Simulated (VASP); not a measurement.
Pt (fcc) is relaxed at rising pressure, each step from the one before. Symmetry mostly holds the structure type, and other phases were not tried. The mesh follows the cell, and a change of mesh leaves a small step in the series.

Here is the system:

Pt is modelled in the cubic space group Fm-3m (No. 225), the fcc (Cu type) structure, Pearson symbol cF4. Cell: a = 3.8962 Å, b = 3.8962 Å, c = 3.8962 Å, α = 90.00°, β = 90.00°, γ = 90.00°. Pt on 4a is coordinated by 12 Pt at 2.755 Å (cuboctahedral). (Neighbours: up to the widest gap in distance over summed covalent radii, below 1.35, at either atom.)
(The calculation used a cell of 1 atom; values per cell refer to that cell.)

Level of theory: LDA (Ceperley-Alder, Perdew-Zunger), VASP's LDA PAW potentials (set 64) (plane waves; VASP). Run with 500 eV cut-off, 16×16×16 Γ-centred mesh, first-order Methfessel-Paxton smearing of 0.10 eV, potentials Pt.

Unless said otherwise, spin-orbit coupling is left out, though it shifts the bands of the heavy elements here.

| P (GPa) | V (Å³/atom) | H − H(0) (eV/atom) | space group | gap on the mesh (eV) | k-mesh |
|---|---|---|---|---|---|
| 0 | 14.79 | 0.000 | Fm-3m | 0.00 | 16×16×16 |
| 5 | ___ | ___ | Fm-3m | 0.00 | 16×16×16 |
| 10 | 14.36 | 0.909 | Fm-3m | 0.00 | 16×16×16 |
| 20 | 13.99 | 1.794 | Fm-3m | 0.00 | 16×16×16 |
| 30 | ___ | ___ | Fm-3m | 0.00 | 16×16×16 |
| 45 | 13.26 | 3.912 | Fm-3m | 0.00 | 17×17×17 |

Q: Some entries are withheld; supply them.

A: 
- 5, V (Å³/atom): 14.56
- 5, H − H(0) (eV/atom): 0.458
- 30, V (Å³/atom): 13.67
- 30, H − H(0) (eV/atom): 2.657

Pressures at which the relaxation failed are left out.

The compound is Pt in the fcc structure.
